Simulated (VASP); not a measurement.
Here is the system:

```
CELL_PARAMETERS angstrom
      1.14500    -1.98320     0.00000
      1.14500     1.98320     0.00000
      0.00000     0.00000     3.58000
ATOMIC_POSITIONS crystal
  Be 0.33333 0.66667 0.25000
  Be 0.66667 0.33333 0.75000
```

The numbers are results of rev-vdW-DF2, VASP's PBE PAW potentials (set 64) (plane waves; VASP 6.6.1), not measurements. Numerical set-up: 520 eV cut-off, 16×16×9 Γ-centred mesh, first-order Methfessel-Paxton smearing of 0.10 eV, potentials Be.

Energy and stress use the plane-wave basis of the starting cell.

**Question.** The ions, cell shape and volume are relaxed. What does this cell relax into?

**Answer.** 
```
CELL_PARAMETERS angstrom
      1.13473    -1.96541     0.00000
      1.13473     1.96541     0.00000
      0.00000     0.00000     3.55667
ATOMIC_POSITIONS crystal
  Be 0.33333 0.66667 0.25000
  Be 0.66667 0.33333 0.75000
```
Space group P6_3/mmc (194), at a tolerance of 0.03 Å.

**Question.** How do energy and volume change from the first to the last step?

**Answer.** The energy (σ→0) changes by -1.7 meV/atom and the volume by -2.4 %, in 5 ionic steps.

```
step  E(σ→0) (eV)  max force (eV/Å)  pressure (GPa)  volume (Å³)
----  -----------  ----------------  --------------  -----------
1         -6.7112             0.000           -2.80        16.26
2         -6.7146             0.000           -0.42        15.93
3         -6.7147             0.000            0.01        15.87
4         -6.7147             0.000            0.06        15.86
5         -6.7147             0.000            0.05        15.86
```

The compound is Be in the hcp structure. This run relaxes it. Symmetry was kept, so distortions that lower it aren't found.
